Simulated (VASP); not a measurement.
These are PBEsol GGA, VASP's PBE PAW potentials (set 64) (plane waves; VASP) values and carry that method's errors.

Input for VASP

### KPOINTS
```
Regular mesh
0
gamma
11 11 11
0 0 0
```

INCAR:
```
SYSTEM  =  InAs
PREC  =  Accurate; ENCUT  =  500; LREAL  =  .FALSE.
LASPH  =  .TRUE.
EDIFF  =  1E-6; NELM  =  100; ALGO  =  Normal
LMAXMIX  =  4
ISMEAR  =  1; SIGMA  =  0.1
GGA  =  PS
IBRION  =  2; NSW  =  40; ISIF  =  3
EDIFFG  =  -0.02; PSTRESS  =  50
LWAVE  =  .FALSE.; LCHARG  =  .FALSE.
```

File POSCAR:
```
InAs
1
    0.0000000000     2.9701134901     2.9701134901
    2.9701134901     0.0000000000     2.9701134901
    2.9701134901     2.9701134901    -0.0000000000
In As
1 1
Direct
  0.0000000000   0.0000000000   0.0000000000
  0.2500000000   0.2500000000   0.2500000000
```

POTCAR, in this order: In_d As (PBE.64 set). Program: vasp_std.

The run wrote:

OSZICAR:
```
       N       E                     dE             d eps       ncg     rms          rms(c)
DAV:   1     0.112385694976E+03    0.11239E+03   -0.83060E+03  1461   0.145E+03
DAV:   2    -0.608270403961E+00   -0.11299E+03   -0.10979E+03  1496   0.320E+02
DAV:   3    -0.853491715349E+01   -0.79266E+01   -0.78550E+01  1916   0.890E+01
DAV:   4    -0.874010841460E+01   -0.20519E+00   -0.20509E+00  1640   0.162E+01
DAV:   5    -0.874962017854E+01   -0.95118E-02   -0.95115E-02  2193   0.310E+00    0.491E+00
DAV:   6    -0.846913799361E+01    0.28048E+00   -0.46931E-01  2206   0.148E+01    0.271E+00
DAV:   7    -0.843203228364E+01    0.37106E-01   -0.15143E-01  2043   0.455E+00    0.697E-01
DAV:   8    -0.843022745089E+01    0.18048E-02   -0.15788E-02  1803   0.188E+00    0.268E-01
DAV:   9    -0.843041854710E+01   -0.19110E-03   -0.11673E-03  1854   0.414E-01    0.137E-01
DAV:  10    -0.843047536715E+01   -0.56820E-04   -0.15100E-04  2154   0.206E-01    0.856E-02
DAV:  11    -0.843049017575E+01   -0.14809E-04   -0.70588E-05  1631   0.147E-01    0.703E-02
DAV:  12    -0.843048957811E+01    0.59764E-06   -0.10325E-05  1530   0.350E-02    0.890E-03
DAV:  13    -0.843048961343E+01   -0.35319E-07   -0.18994E-06  1702   0.901E-03
   1 F= -.67951478E+01 E0= -.67952068E+01  d E =-.679515E+01
```

### OUTCAR
```
------------------------ aborting loop because EDIFF is reached ----------------------------------------
  FORCE on cell =-STRESS in cart. coord.  units (eV):
  Direction    XX          YY          ZZ          XY          YZ          ZX
  --------------------------------------------------------------------------------------
  Total        1.6253088      1.6253088      1.6253088     -0.0000000      0.0000000      0.0000000
  in kB       49.6932443     49.6932443     49.6932443     -0.0000000      0.0000000      0.0000000
  external PRESSURE =      -0.3067557 kB  Pullay stress =      50.0000000 kB
  volume of cell :       52.40
      direct lattice vectors                 reciprocal lattice vectors
     0.000000000  2.970113490  2.970113490    -0.168343736  0.168343736  0.168343736
     2.970113490  0.000000000  2.970113490     0.168343736 -0.168343736  0.168343736
     2.970113490  2.970113490  0.000000000     0.168343736  0.168343736 -0.168343736
  FREE ENERGIE OF THE ION-ELECTRON SYSTEM (eV)
  ---------------------------------------------------
  free  energy   TOTEN  =        -8.4304896134 eV

  energy  without entropy=       -8.4306666213  energy(sigma->0) =       -8.43054862
  enthalpy is  TOTEN    =        -6.7951477646 eV   P V=        1.6353418488

 reached required accuracy - stopping structural energy minimisation
```
(Selected blocks of OUTCAR.)

The structure was generated: InAs was put into the zinc blende type (F-43m), which need not be its known phase. It was relaxed first under an external pressure of 5 GPa.
